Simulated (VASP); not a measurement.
Calculation: PBE GGA, VASP's PBE PAW potentials (set 64) (plane waves; VASP).

The input files of a VASP run:

### KPOINTS
```
Automatic
0
Gamma
 9 9 9
```

INCAR:
```
# general
SYSTEM  =  AlN
PREC    =  Accurate
ENCUT   =  520
LREAL   =  Auto
LASPH   =  .TRUE.

# electronic loop
EDIFF   =  1E-6
NELM    =  100
ALGO    =  Normal

# smearing
ISMEAR  =  0
SIGMA   =  0.05

# functional
GGA     =  PE

# ions
ISIF    =  2

# output
LWAVE   =  .FALSE.
LCHARG  =  .FALSE.
```

**POSCAR**
```
AlN
1
    0.0000000000     2.2338000000     2.2338000000
    2.2338000000     0.0000000000     2.2338000000
    2.2338000000     2.2338000000     0.0000000000
Al N
1 1
Direct
  0.0000000000   0.0000000000   0.0000000000
  0.2500000000   0.2500000000   0.2500000000
```

POTCAR, in this order: Al N (PBE.64 set). Program: vasp_std.

The run wrote:

File OSZICAR:
```
       N       E                     dE             d eps       ncg     rms          rms(c)
DAV:   1     0.995179517349E+01    0.99518E+01   -0.39547E+03   584   0.826E+02
DAV:   2    -0.164467789207E+02   -0.26399E+02   -0.25201E+02   712   0.138E+02
DAV:   3    -0.170815666625E+02   -0.63479E+00   -0.63479E+00   688   0.269E+01
DAV:   4    -0.170836004795E+02   -0.20338E-02   -0.20338E-02   824   0.142E+00
DAV:   5    -0.170836030956E+02   -0.26161E-05   -0.26161E-05   704   0.468E-02    0.832E+00
DAV:   6    -0.148357168671E+02    0.22479E+01   -0.13827E+01   600   0.234E+01    0.287E+00
DAV:   7    -0.148293892496E+02    0.63276E-02   -0.93611E-02   568   0.332E+00    0.192E+00
DAV:   8    -0.148233206143E+02    0.60686E-02   -0.21079E-02   616   0.200E+00    0.429E-01
DAV:   9    -0.148229025111E+02    0.41810E-03   -0.10810E-03   784   0.263E-01    0.210E-01
DAV:  10    -0.148230172841E+02   -0.11477E-03   -0.33979E-04   600   0.154E-01    0.378E-02
DAV:  11    -0.148230146358E+02    0.26483E-05   -0.86292E-06   696   0.230E-02    0.173E-02
DAV:  12    -0.148230146375E+02   -0.17503E-08   -0.18082E-06   592   0.125E-02
   1 F= -.14823015E+02 E0= -.14823015E+02  d E =-.741409E-12
```

**OUTCAR**
```
------------------------ aborting loop because EDIFF is reached ----------------------------------------
  FORCE on cell =-STRESS in cart. coord.  units (eV):
  Direction    XX          YY          ZZ          XY          YZ          ZX
  --------------------------------------------------------------------------------------
  Total       -1.1097799     -1.1097799     -1.1097799      0.0000000     -0.0000000      0.0000000
  in kB      -79.7598959    -79.7598959    -79.7598959      0.0000000     -0.0000000      0.0000000
  external PRESSURE =     -79.7598959 kB  Pullay stress =       0.0000000 kB
  volume of cell :       22.29
      direct lattice vectors                 reciprocal lattice vectors
     0.000000000  2.233800000  2.233800000    -0.223833826  0.223833826  0.223833826
     2.233800000  0.000000000  2.233800000     0.223833826 -0.223833826  0.223833826
     2.233800000  2.233800000  0.000000000     0.223833826  0.223833826 -0.223833826
  FREE ENERGIE OF THE ION-ELECTRON SYSTEM (eV)
  ---------------------------------------------------
  free  energy   TOTEN  =       -14.8230146375 eV

  energy  without entropy=      -14.8230146375  energy(sigma->0) =      -14.82301464
```
(Selected blocks of OUTCAR.)

The compound is AlN in the zinc blende structure, a metastable form; wurtzite is the usual one. The cell was not relaxed at this level. The run is one of a series of settings (LREAL = Auto against the base run), some of them coarse on purpose.
